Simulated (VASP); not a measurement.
An input for Ansatz (written as the equivalent of a VASP run, and not itself run):

Ansatz 0.2 input:
```yaml
crystal:
  lattice:
    - [0.0000000, 3.7973590, 3.7973590]
    - [3.7973590, 0.0000000, 3.7973590]
    - [3.7973590, 3.7973590, 0.0000000]
  atoms:
    - { symbol: Mn, position: [0.0000000, 0.0000000, 0.0000000], spin: 4 }
    - { symbol: Sc, position: [0.5000000, 0.5000000, 0.5000000] }
    - { symbol: Sc, position: [0.2500000, 0.2500000, 0.2500000] }
    - { symbol: Sc, position: [0.7500000, 0.7500000, 0.7500000] }
kpoints:
  mp_grid: { grid: [4, 4, 4] }
hamiltonian:
  xc: pbesol
  pseudopotentials: { kind: paw }
magnetization: { spin_polarized: true }
scf:
  occupations: { method: gaussian, width: 0.1 }
  max_iter: 100
output: { forces: true, stress: true, eigenvalues: true }
```

**Question.** Translate this input to VASP (INCAR, KPOINTS, POSCAR, choice of POTCAR).

**Answer.** This is not unique; one that fits is 
### INCAR
```
SYSTEM = Sc3Mn
PREC = Accurate
ENCUT = 300
EDIFF = 1E-6
NELM = 100
ALGO = Normal
LREAL = .FALSE.
LASPH = .TRUE.
ISMEAR = 0
SIGMA = 0.1
GGA = PS
LMAXMIX = 4
LWAVE = .FALSE.
LCHARG = .FALSE.
ISIF = 2
ISPIN = 2
MAGMOM = 4.0 0.0 0.0 0.0
LORBIT = 11
```

**POSCAR**
```
Sc3Mn
5.3702770
  0.0000000000   0.7071067284   0.7071067284
  0.7071067284   0.0000000000   0.7071067284
  0.7071067284   0.7071067284   0.0000000000
Mn Sc
1 3
direct
  0.0000000000   0.0000000000   0.0000000000
  0.5000000000   0.5000000000   0.5000000000
  0.2500000000   0.2500000000   0.2500000000
  0.7500000000   0.7500000000   0.7500000000
```

File KPOINTS:
```
Automatic mesh
0
Gamma
4 4 4
0 0 0
```

POTCAR, in this order: Mn_pv Sc_sv (PBE.64 set). Program: vasp_std.

What does not carry over: each code has its own PAW files, so the cut-off isn't converted (ENCUT is set for VASP's; basis.ecutwfc is left out, and Ansatz then takes the one that its files recommend); Ansatz stops its SCF on the density residual and VASP on the energy change (EDIFF).

The structure was generated: Sc3Mn was put into an ordered model structure, which need not be its known phase. The cell was not relaxed at this level. The k-mesh is coarse (spacing up to 0.36 per Å, 2π included), so the numbers may not be converged in it. The run is one of a series of settings (GGA = PS against the base run), some of them coarse on purpose.
